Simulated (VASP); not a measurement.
Consider the following.

```xyz
2
Lattice="-2.9926 2.9926 1.6262 2.9926 -2.9926 1.6262 2.9926 2.9926 -1.6262" Properties=species:S:1:pos:R:3 pbc="T T T"
Tm     0.0000     2.9926     0.8131
Tm     0.0000     0.0000     0.0000
```

All values below come from PBEsol GGA, VASP's PBE PAW potentials (set 64) (plane waves; VASP). Run with 400 eV cut-off, Gaussian smearing of 0.050 eV, potentials Tm_3.

The 4f electrons are frozen in the core of the lanthanide potential, so 4f levels, which can set the real gap, and their magnetism are missing.

Give the energies of bands 7 to 12 at the high-symmetry points, in eV from the Fermi level.

```csv
band,Γ,X,M,Z,P,N
7,-5.63,-2.97,-2.43,-0.95,-1.19,-2.06
8,-2.02,-2.97,-2.43,-0.95,-1.19,-1.39
9,-0.24,0.24,0.33,-0.44,-1.15,-0.39
10,-0.15,0.24,0.33,-0.25,-1.15,0.46
11,0.98,1.40,0.93,0.43,1.99,0.92
12,4.00,1.40,0.93,1.93,1.99,2.12
```

It has no gap at this level: it comes out as a metal or semimetal.

The structure was generated: Tm was put into the beta-Sn type (I4_1/amd), which need not be its known phase. It was relaxed first, which changed the volume by -8 %.
